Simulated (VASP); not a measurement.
An input for Quantum ESPRESSO's pw.x (written as the equivalent of a VASP run, and not itself run):

```
&CONTROL
  calculation = 'vc-relax'
  pseudo_dir = './pseudo'
  outdir = './out'
  tprnfor = .true.
  tstress = .true.
  nstep = 40
  forc_conv_thr = 0.00078
/
&SYSTEM
  ibrav = 0
  nat = 2
  ntyp = 2
  ecutwfc = 86
  occupations = 'smearing'
  smearing = 'gaussian'
  degauss = 0.003675
  input_dft = 'pbesol'
/
&ELECTRONS
  conv_thr = 7.3e-08
  electron_maxstep = 100
/
&IONS
/
&CELL
/
ATOMIC_SPECIES
  Pb 207.200 Pb.upf
  Se 78.971 Se.upf
CELL_PARAMETERS angstrom
     0.0000000    3.3915356    3.3915356
     3.3915356   -0.0000000    3.3915356
     3.3915356    3.3915356    0.0000000
ATOMIC_POSITIONS crystal
  Pb   0.0000000  0.0000000  0.0000000
  Se   0.2500000  0.2500000  0.2500000
K_POINTS automatic
  7 7 7 0 0 0
```

Translate this input to VASP (INCAR, KPOINTS, POSCAR, choice of POTCAR).

One answer among several that fit: 
**INCAR**
```
SYSTEM = PbSe
PREC = Accurate
ENCUT = 500
EDIFF = 1E-6
NELM = 100
ALGO = Normal
LREAL = .FALSE.
LASPH = .TRUE.
ISMEAR = 0
SIGMA = 0.05
GGA = PS
LMAXMIX = 4
LWAVE = .FALSE.
LCHARG = .FALSE.
IBRION = 2
ISIF = 3
NSW = 40
EDIFFG = -0.02
```

### POSCAR
```
PbSe
1
    0.0000000000     3.3915356342     3.3915356342
    3.3915356342    -0.0000000000     3.3915356342
    3.3915356342     3.3915356342     0.0000000000
Pb Se
1 1
Direct
  0.0000000000   0.0000000000   0.0000000000
  0.2500000000   0.2500000000   0.2500000000
```

File KPOINTS:
```
kpoints
0
gamma
 7 7 7
```

POTCAR, in this order: Pb_d Se (PBE.64 set). Program: vasp_std.

What does not carry over: the potentials are each code's own (VASP's PAW set, PseudoDojo norm-conserving files in pw.x), so ENCUT and ecutwfc are chosen apart and not converted; conv_thr bounds pw.x's estimated SCF error, while EDIFF bounds the energy change between steps; forc_conv_thr acts on force components and is met together with etot_conv_thr.

The structure was generated: PbSe was put into the zinc blende type (F-43m), which need not be its known phase. It was relaxed first, which changed the volume by +35 %.
